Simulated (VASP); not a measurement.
Data:

```
CELL_PARAMETERS angstrom
      4.08667     0.00000     0.00000
      0.00000     4.08667     0.00000
      0.00000     0.00000     4.08667
ATOMIC_POSITIONS crystal
  K  0.00000 0.00000 0.00000
  Mg 0.50000 0.50000 0.50000
  F  0.50000 0.00000 0.50000
  F  0.00000 0.50000 0.50000
  F  0.50000 0.50000 0.00000
```

Level of theory: AM05 GGA, VASP's PBE PAW potentials (set 64) (plane waves; VASP 6.6.1). Settings: 520 eV cut-off, 6×6×6 Γ-centred mesh, Gaussian smearing of 0.050 eV, potentials K_sv Mg F.

Problem. Estimate the energy per atom (σ→0), pressure, band gap (on the k-mesh) with the smallest direct gap where there is one.

Solution. 
```yaml
band gap (on the k-mesh): 6.78 eV
smallest direct gap (on the k-mesh): 7.10 eV
energy per atom (σ→0): -471.6 kJ/mol-atom
pressure: -3.38 GPa
```

The absolute energy has meaning only against runs of the same code, potentials and settings.

The compound is KMgF3 in the cubic perovskite structure. This cell is one point of a volume scan, at 1.06 of the reference volume.
